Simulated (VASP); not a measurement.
Consider the following.

```xyz
3
Lattice="1.5450 -2.6760 0.0000 1.5450 2.6760 0.0000 0.0000 0.0000 3.5200" Properties=species:S:1:pos:R:3 pbc="T T T"
Mg     0.0000     0.0000     0.0000
B      1.5450     0.8920     1.7600
B      1.5450    -0.8920     1.7600
```

Calculation: PBEsol GGA, VASP's PBE PAW potentials (set 64) (plane waves; VASP 6.6.1). Settings: 400 eV cut-off, 8×8×6 Γ-centred mesh, Fermi-Dirac smearing of 0.10 eV, potentials Mg B.

### Question
Give the energies of bands 1 to 7 at the high-symmetry points, in eV from the Fermi level.

### Answer

```json
[
 {"band": "1", "Γ": "-12.38", "M": "-8.49", "K": "-7.23", "A": "-11.09", "L": "-7.50", "H": "-6.32"},
 {"band": "2", "Γ": "-2.89", "M": "-7.81", "K": "-7.23", "A": "-7.41", "L": "-6.89", "H": "-6.32"},
 {"band": "3", "Γ": "0.38", "M": "-2.16", "K": "-5.86", "A": "0.76", "L": "-3.56", "H": "-5.18"},
 {"band": "4", "Γ": "0.38", "M": "0.25", "K": "1.82", "A": "0.76", "L": "-1.86", "H": "-2.01"},
 {"band": "5", "Γ": "1.67", "M": "3.09", "K": "1.82", "A": "6.59", "L": "-1.30", "H": "-2.01"},
 {"band": "6", "Γ": "6.25", "M": "3.82", "K": "6.17", "A": "6.59", "L": "5.66", "H": "3.52"},
 {"band": "7", "Γ": "6.25", "M": "5.33", "K": "6.17", "A": "7.92", "L": "8.71", "H": "11.54"}
]
```

It has no gap at this level: it comes out as a metal or semimetal.

The structure is a typed MgB2 crystal (P6/mmm). The cell was not relaxed at this level.
